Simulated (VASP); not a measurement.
SnSe2:

```
CELL_PARAMETERS angstrom
3.83657 0.00000 0.00000
-1.91829 3.32257 0.00000
0.00000 0.00000 6.50391
ATOMIC_POSITIONS crystal
Sn 0.00000 0.00000 0.00000
Se 0.33333 0.66667 0.23465
Se 0.66667 0.33333 0.76535
```

The cell is a database's computed one.

```yaml
Program: VASP 6.6.1
Task: relaxation of cell and atoms
Functional: r2SCAN
Dispersion: rVV10
Potentials_or_basis: VASP PAW PBE potentials, release 64 (Sn_d, Se)
Cutoff: 600 eV
k_mesh: 10 × 10 × 5
Occupations: gaussian, width 0.02 eV
Spin: no spin polarisation
```

At the start: pressure 1.3 GPa; volume 27.64 Å³/atom.

Q: How do energy, volume and symmetry change on relaxing?

A: Over 19 steps the energy falls by 13.8 meV/atom and the volume is 26.42 Å³/atom (-4.4 %); space group P-3m1 (No. 164, to 0.05 Å).

The path:
| step | energy change (eV) | largest force (eV/Å) | pressure (GPa) | volume (Å³) |
| --- | --- | --- | --- | --- |
| 1 | 0.0000 | 0.5697 | 1.30 | 82.91 |
| 2 | -0.0120 | 0.0978 | -1.71 | 85.63 |
| 3 | -0.0186 | 0.1434 | -0.64 | 84.59 |
| 4 | -0.0242 | 0.0969 | -0.30 | 83.69 |
| 5 | -0.0252 | 0.0682 | -0.09 | 83.16 |
| 6 | -0.0274 | 0.0838 | 0.00 | 82.76 |
| 7 | -0.0327 | 0.1312 | 0.30 | 81.56 |
| 8 | -0.0359 | 0.2272 | 1.03 | 79.15 |
| 9 | -0.0365 | 0.2157 | 0.98 | 79.11 |
| 10 | -0.0380 | 0.1831 | 0.83 | 78.98 |
| 11 | -0.0398 | 0.1183 | 0.55 | 78.71 |
| 12 | -0.0386 | 0.0073 | 0.04 | 78.17 |
| 13 | -0.0401 | 0.0772 | 0.38 | 78.53 |
| 14 | -0.0405 | 0.0652 | 0.31 | 78.66 |
| 15 | -0.0412 | 0.0285 | 0.08 | 79.07 |
| 16 | -0.0408 | 0.0444 | -0.34 | 79.87 |
| 17 | -0.0413 | 0.0036 | -0.07 | 79.35 |
| 18 | -0.0414 | 0.0036 | -0.05 | 79.33 |
| 19 | -0.0414 | 0.0043 | 0.01 | 79.27 |

Final structure:
```cif
data_structure
_symmetry_space_group_name_H-M 'P 1'
_symmetry_Int_Tables_number 1
_cell_length_a 3.8293
_cell_length_b 3.8293
_cell_length_c 6.2427
_cell_angle_alpha 90.000
_cell_angle_beta 90.000
_cell_angle_gamma 120.000
_cell_volume 79.27
loop_
_atom_site_label
_atom_site_type_symbol
_atom_site_fract_x
_atom_site_fract_y
_atom_site_fract_z
_atom_site_occupancy
Sn1 Sn 0.00000 0.00000 0.00000 1
Se1 Se 0.33333 0.66667 0.25270 1
Se2 Se 0.66667 0.33333 0.74730 1
```

Caveat: the PAW data sets were made with another functional, which shifts forces and pressure a little.
